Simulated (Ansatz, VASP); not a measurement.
# Cross-check of Cu (Cu(100)) between VASP and Ansatz, part 2 of 2

Wanted: the spread between two codes on one cell, functional and k mesh. Of the first pair: The structure shown is the start of the Ansatz relaxation below; VASP solves that cell, so the two are compared at the walk's first step.

VASP 6.6.1 and Ansatz 0.2.0.

So far. Step 4 (Comparison): The forces differ by 8.0 meV/Å r.m.s., which is 9.4 % of the r.m.s. force of 0.086 eV/Å (both taken over all components). With vacuum in the cell, a pressure given here is an average over mostly empty space and none of the material.

### Step 5. Ansatz: relaxation, LDA

Level of this step: Ansatz beside VASP: Kohn-Sham DFT, plane waves, LDA (Ansatz).

The two programs are compared at the cell with which this relaxation starts, whose forces are those of its first step.

The structure compared here is the start of the Ansatz relaxation; VASP solves that cell, so the two are compared at the walk's first step.

input.yaml

```yaml
crystal:
  lattice:
    - [2.5526554801, 0.0, 0.0]
    - [0.0, 2.5526554801, 0.0]
    - [0.0, 0.0, 28.635]
  atoms:
    - { symbol: Cu, position: [0.0, 0.0, 0.2793783831] }
    - { symbol: Cu, position: [0.5, 0.5, 0.3424131308] }
    - { symbol: Cu, position: [0.0, 0.0, 0.4054478785] }
    - { symbol: Cu, position: [0.5, 0.5, 0.4684826262] }
    - { symbol: Cu, position: [0.0, 0.0, 0.5315173738] }
    - { symbol: Cu, position: [0.5, 0.5, 0.5945521215] }
    - { symbol: Cu, position: [0.0, 0.0, 0.6575868692] }
    - { symbol: Cu, position: [0.5, 0.5, 0.7206216169] }
hamiltonian:
  xc: lda
kpoints:
  mp_grid: { grid: [14, 14, 1] }
scf:
  occupations: { method: methfessel_paxton, width: 0.1 }
  convergence: { dr2_threshold: 1.0e-09 }
efield:
  axis: 3
  dipole_correction: true
relax:
  f_tol: 0.01
  max_steps: 40
  constraints: [{ sites: [3, 4] }]
output:
  write_potential: true
  write_density: true
  volumetric_format: npy
```

Launch:

```bash
> ansatz run input.yaml --threads 2 --pin off --max-ram 4096MiB --backend cpu --events-out ev --progress --plain --runs-dir out
```

Numbers of over 12 decimals in the logs are rounded to 6 here.

Output:

```text
[...]
Crystal: 8 atoms, lattice volume = 186.587 Å³
Basis set: ecut = 420 eV, 3675 PW (Γ)
Bands: 92, of which v1, the nominal top of the filled ones, is band 76 counted from 1 (75 counted from 0)
Symmetry: 8 space group operations
k-points: 36 of 196
[...]
atoms:
    - { symbol: Cu, position: [0, 0.0, 0.293079] }
    - { symbol: Cu, position: [0.5, 0.5, 0.350166] }
    - { symbol: Cu, position: [0, 0.0, 0.409631] }
    - { symbol: Cu, position: [0.5, 0.5, 0.468483] }
    - { symbol: Cu, position: [0.0, 0.0, 0.5315173738] }
    - { symbol: Cu, position: [0.5, 0.5, 0.590369] }
    - { symbol: Cu, position: [0, 0.0, 0.649834] }
    - { symbol: Cu, position: [0.5, 0.5, 0.706921] }
[key lines of the parts left out:]
SCF converged after 12 iterations
Free energy (F): -52444.056114 eV
Fermi energy:    5.883661 eV
Dipole field:    D = 0.000001 V/Å  (p = 0.000001 e·Å, saw-weighted, corrected)
Work function:   Φ+ = 4.8955 eV   Φ− = 4.8956 eV
```

### Step 6. VASP: single point, LDA, start cell, pair 2

The same cell, functional (in two slightly different forms), mesh and smearing now go to VASP, with its own data sets.

INCAR

```
SYSTEM = Cu
PREC = Accurate
ENCUT = 520
EDIFF = 1E-06
NELM = 120
ISMEAR = 1
SIGMA = 0.1
LREAL = .FALSE.
ALGO = Normal
GGA = PW92
NBANDS = 54
LASPH = .TRUE.
LORBIT = 11
LWAVE = .FALSE.
LCHARG = .FALSE.
ISIF = 2
LDIPOL = .TRUE.
IDIPOL = 3
DIPOL = 0.5 0.5 0.5
LVHAR = .TRUE.
GGA_COMPAT = .FALSE.
NELMDL = -8
KPAR = 2
```

POSCAR

```
Cu
1.0
    2.5526554801      0.0000000000      0.0000000000
    0.0000000000      2.5526554801      0.0000000000
    0.0000000000      0.0000000000     28.6350000000
Cu
8
Direct
    0.0000000000      0.0000000000      0.2793783831
    0.5000000000      0.5000000000      0.3424131308
    0.0000000000      0.0000000000      0.4054478785
    0.5000000000      0.5000000000      0.4684826262
    0.0000000000      0.0000000000      0.5315173738
    0.5000000000      0.5000000000      0.5945521215
    0.0000000000      0.0000000000      0.6575868692
    0.5000000000      0.5000000000      0.7206216169
```

KPOINTS

```
Automatic mesh
0
Gamma
14 14 1
0 0 0
```

PAW data sets: Cu (LDA family, release 64).

Launch:

```bash
> mpirun -np 2 vasp_std
```

Output:

```text
[banner, memory and clock lines left out]
running    2 mpi-ranks, on    1 nodes
[...]
|                                                                             |
|               ----> ADVICE to this user running VASP <----                  |
|                                                                             |
|     You enforced a specific xc type in the INCAR file but a different       |
|     [... a line on the potential file left out ...]
|     I HOPE YOU KNOW WHAT YOU ARE DOING!                                     |
|                                                                             |

 LDA part: xc-table for (Slater(with rela. corr.)+PW92), standard interpolation
 POSCAR, INCAR and KPOINTS ok, starting setup
[...]
entering main loop
       N       E                     dE             d eps       ncg     rms          rms(c)
DAV:   1     0.820753369642E+03    0.82075E+03   -0.38955E+04  3888   0.240E+03
DAV:   2     0.700185511882E+02   -0.75073E+03   -0.73005E+03  3888   0.462E+02
DAV:   3    -0.383859025826E+02   -0.10840E+03   -0.10138E+03  4038   0.227E+02
DAV:   4    -0.429149953365E+02   -0.45291E+01   -0.44860E+01  4276   0.644E+01
[...]
DAV:  28    -0.357314517547E+02   -0.20354E-05   -0.25329E-07  2464   0.123E-02    0.419E-04
DAV:  29    -0.357314530147E+02   -0.12600E-05   -0.91142E-08  2398   0.390E-03    0.272E-04
DAV:  30    -0.357314534927E+02   -0.47800E-06   -0.41173E-08  2340   0.308E-03
   1 F= -.35731453E+02 E0= -.35730865E+02  d E =-.176678E-02
```

Parts of OUTCAR (step 6):

```text
  Total       -8.0283087     -8.0283087     -6.8786508      0.0000000      0.0000000      0.0000000
  in kB      -68.9371065    -68.9371065    -59.0652773      0.0000000      0.0000000      0.0000000
  external PRESSURE =     -65.6464968 kB  Pullay stress =       0.0000000 kB

 POSITION                                       TOTAL-FORCE (eV/Angst)
 -----------------------------------------------------------------------------------
      0.00000      0.00000      8.00000         0.000000      0.000000      0.691568
      1.27633      1.27633      9.80500         0.000000      0.000000     -0.224223
      0.00000      0.00000     11.61000         0.000000     -0.000000      0.022950
      1.27633      1.27633     13.41500        -0.000000      0.000000      0.004807
      0.00000      0.00000     15.22000         0.000000      0.000000     -0.004807
      1.27633      1.27633     17.02500         0.000000      0.000000     -0.022950
      0.00000      0.00000     18.83000         0.000000      0.000000      0.224223
      1.27633      1.27633     20.63500        -0.000000      0.000000     -0.691568
 -----------------------------------------------------------------------------------
    total drift:                               -0.000000      0.000000      0.000000

  FREE ENERGIE OF THE ION-ELECTRON SYSTEM (eV)
  ---------------------------------------------------
  free  energy   TOTEN  =       -35.7314534927 eV

  energy  without entropy=      -35.7296867089  energy(sigma->0) =      -35.73086456

[... 1 part as in an earlier step ...]

[... 2 further parts left out ...]
[key lines of the parts left out:]
E-fermi :   1.3382
```

### Step 7. Differences

What differs besides the data sets and the points named for the pairs above, as far as they apply: the data sets hold 152 valence electrons in Ansatz (on its default PAW (the set named soft_2) files) and 88 in VASP; VASP's log shows a relativistic correction to its local exchange, Ansatz's none. Total energies have different zeros and are not compared.

Forces (eV/Å; atoms numbered as in POSCAR):

```csv
atom,"Ansatz x, y, z","VASP x, y, z"
Cu1,"0.000, 0.000, 0.724","0.000, 0.000, 0.692"
Cu2,"0.000, 0.000, -0.228","0.000, 0.000, -0.224"
Cu3,"0.000, 0.000, 0.024","0.000, 0.000, 0.023"
Cu4,"0.000, 0.000, 0.006","0.000, 0.000, 0.005"
Cu5,"0.000, 0.000, -0.006","0.000, 0.000, -0.005"
Cu6,"0.000, 0.000, -0.024","0.000, 0.000, -0.023"
Cu7,"0.000, 0.000, 0.228","0.000, 0.000, 0.224"
Cu8,"0.000, 0.000, -0.724","0.000, 0.000, -0.692"
```

The forces differ by 9.4 meV/Å r.m.s., which is 4.5 % of the r.m.s. force of 0.210 eV/Å (both taken over all components). With vacuum in the cell, a pressure given here is an average over mostly empty space and none of the material.

### Step 8. Ansatz: relaxation, LDA

This run makes the geometry at which the two programs are then compared.

The structure compared here is the end of the Ansatz relaxation.

input.yaml is that of step 5.

Launch:

```bash
> ansatz run input.yaml --threads 2 --pin off --max-ram 4096MiB --backend cpu --events-out ev --progress --plain --runs-dir out
```

Output:

```text
[...]
Crystal: 8 atoms, lattice volume = 186.587 Å³
Basis set: ecut = 420 eV, 3675 PW (Γ)
Bands: 92, of which v1, the nominal top of the filled ones, is band 76 counted from 1 (75 counted from 0)
Symmetry: 8 space group operations
k-points: 36 of 196
[...]
atoms:
    - { symbol: Cu, position: [0, 0.0, 0.293079] }
    - { symbol: Cu, position: [0.5, 0.5, 0.350166] }
    - { symbol: Cu, position: [0, 0.0, 0.409631] }
    - { symbol: Cu, position: [0.5, 0.5, 0.468483] }
    - { symbol: Cu, position: [0.0, 0.0, 0.5315173738] }
    - { symbol: Cu, position: [0.5, 0.5, 0.590369] }
    - { symbol: Cu, position: [0, 0.0, 0.649834] }
    - { symbol: Cu, position: [0.5, 0.5, 0.706921] }
[key lines of the parts left out:]
SCF converged after 12 iterations
Free energy (F): -52444.056114 eV
Fermi energy:    5.883661 eV
Dipole field:    D = 0.000001 V/Å  (p = 0.000001 e·Å, saw-weighted, corrected)
Work function:   Φ+ = 4.8955 eV   Φ− = 4.8956 eV
```

### Step 9. VASP: single point, LDA, relaxed cell, pair 3

The same cell, functional (in two slightly different forms), mesh and smearing now go to VASP, with its own data sets.

INCAR is that of step 6.

POSCAR

```
Cu
1.0
    2.5526554801      0.0000000000      0.0000000000
    0.0000000000      2.5526554801      0.0000000000
    0.0000000000      0.0000000000     28.6350000000
Cu
8
Direct
    0.0000000000      0.0000000000      0.2930786337
    0.5000000000      0.5000000000      0.3501659988
    0.0000000000      0.0000000000      0.4096314480
    0.5000000000      0.5000000000      0.4684826262
    0.0000000000      0.0000000000      0.5315173738
    0.5000000000      0.5000000000      0.5903685520
    0.0000000000      0.0000000000      0.6498340012
    0.5000000000      0.5000000000      0.7069213663
```

KPOINTS is that of step 6.

Launch:

```bash
> mpirun -np 2 vasp_std
```

Output:

```text
[banner, memory and clock lines left out]
running    2 mpi-ranks, on    1 nodes
[...]
[... a notice as in an earlier step ...]

 LDA part: xc-table for (Slater(with rela. corr.)+PW92), standard interpolation
 POSCAR, INCAR and KPOINTS ok, starting setup
[...]
entering main loop
       N       E                     dE             d eps       ncg     rms          rms(c)
DAV:   1     0.832610909286E+03    0.83261E+03   -0.39113E+04  3888   0.241E+03
DAV:   2     0.737305375684E+02   -0.75888E+03   -0.73681E+03  3888   0.466E+02
DAV:   3    -0.384534367934E+02   -0.11218E+03   -0.10559E+03  4062   0.231E+02
DAV:   4    -0.433152757229E+02   -0.48618E+01   -0.48149E+01  4310   0.666E+01
[...]
DAV:  28    -0.359604879929E+02   -0.14826E-05   -0.88173E-08  2364   0.632E-03    0.252E-04
DAV:  29    -0.359604892270E+02   -0.12342E-05   -0.65622E-08  2346   0.289E-03    0.228E-04
DAV:  30    -0.359604893241E+02   -0.97101E-07   -0.11729E-08  2338   0.175E-03
   1 F= -.35960489E+02 E0= -.35960349E+02  d E =-.421512E-03
```

OUTCAR, selected parts (step 9):

```text
  Total       -3.6039243     -3.6039243     -0.5211800      0.0000000      0.0000000      0.0000000
  in kB      -30.9460090    -30.9460090     -4.4752441      0.0000000      0.0000000      0.0000000
  external PRESSURE =     -22.1224207 kB  Pullay stress =       0.0000000 kB

 POSITION                                       TOTAL-FORCE (eV/Angst)
 -----------------------------------------------------------------------------------
      0.00000      0.00000      8.39231         0.000000     -0.000000     -0.030100
      1.27633      1.27633     10.02700        -0.000000      0.000000      0.002796
      0.00000      0.00000     11.72980         0.000000      0.000000     -0.000271
      1.27633      1.27633     13.41500        -0.000000      0.000000      0.447235
      0.00000      0.00000     15.22000         0.000000      0.000000     -0.447235
      1.27633      1.27633     16.90520         0.000000     -0.000000      0.000271
      0.00000      0.00000     18.60800         0.000000     -0.000000     -0.002796
      1.27633      1.27633     20.24269         0.000000      0.000000      0.030100
 -----------------------------------------------------------------------------------
    total drift:                               -0.000000      0.000000      0.000000

  FREE ENERGIE OF THE ION-ELECTRON SYSTEM (eV)
  ---------------------------------------------------
  free  energy   TOTEN  =       -35.9604893241 eV

  energy  without entropy=      -35.9600678119  energy(sigma->0) =      -35.96034882

[... 2 parts as in an earlier step ...]

[... 1 further part left out ...]
[key lines of the parts left out:]
E-fermi :   1.3548
```

### Step 10. Comparison

What differs besides the data sets and the points named for the pairs above, as far as they apply: the data sets hold 152 valence electrons in Ansatz (on its default PAW (the set named soft_2) files) and 88 in VASP. Total energies have different zeros and are not compared.

Both answers:

```csv
quantity,Ansatz,VASP,difference
"work function, lower of the two faces (eV)",4.90,4.86,+0.04
"work function, higher of the two faces (eV)",4.90,4.86,+0.04
```

Forces (eV/Å; atoms numbered as in POSCAR):

```csv
atom,"Ansatz x, y, z","VASP x, y, z"
Cu1,"0.000, 0.000, 0.001","0.000, 0.000, -0.030"
Cu2,"0.000, 0.000, -0.002","0.000, 0.000, 0.003"
Cu3,"0.000, 0.000, -0.001","0.000, 0.000, 0.000"
Cu4,"0.000, 0.000, 0.450","0.000, 0.000, 0.447"
Cu5,"0.000, 0.000, -0.450","0.000, 0.000, -0.447"
Cu6,"0.000, 0.000, 0.001","0.000, 0.000, 0.000"
Cu7,"0.000, 0.000, 0.002","0.000, 0.000, -0.003"
Cu8,"0.000, 0.000, -0.001","0.000, 0.000, 0.030"
```

The forces differ by 9.1 meV/Å r.m.s., which is 7.0 % of the r.m.s. force of 0.129 eV/Å (both taken over all components). With vacuum in the cell, a pressure given here is an average over mostly empty space and none of the material.

### Step 11. Summary of results

```json
{"r.m.s. force difference (single point, PBE, start cell)": "8.0 meV/Å", "r.m.s. force difference (single point, LDA, start cell, pair 2)": "4.5 % of the r.m.s. force", "r.m.s. force difference (single point, LDA, relaxed cell, pair 3)": "9.1 meV/Å"}
```

The r.m.s. force difference is 4.5 % of the r.m.s. force (single point, LDA, start cell, pair 2), beyond the 3 % picked in this series as the mark of a large difference. The data sets hold unlike numbers of valence electrons (152 in Ansatz and 88 in VASP), so part of the differences comes from the potentials. 2 further runs of this series are not shown here. Such differences can come from data sets, numerical settings and the points named under the comparisons, not from the functional's error against experiment.

[Lines on the potential files, build, host, timing and source positions are cut from VASP's logs without a mark.]

[Logs are printed without paths, hosts, clocks, repeated set-up lines and the standing remarks that a program may print on its own settings, such as how far it seeks lower states.]

[Hosts, paths, dates, database ids (printed as entryN), source tags and the programs' standing remarks are cut or masked in the printed files.]
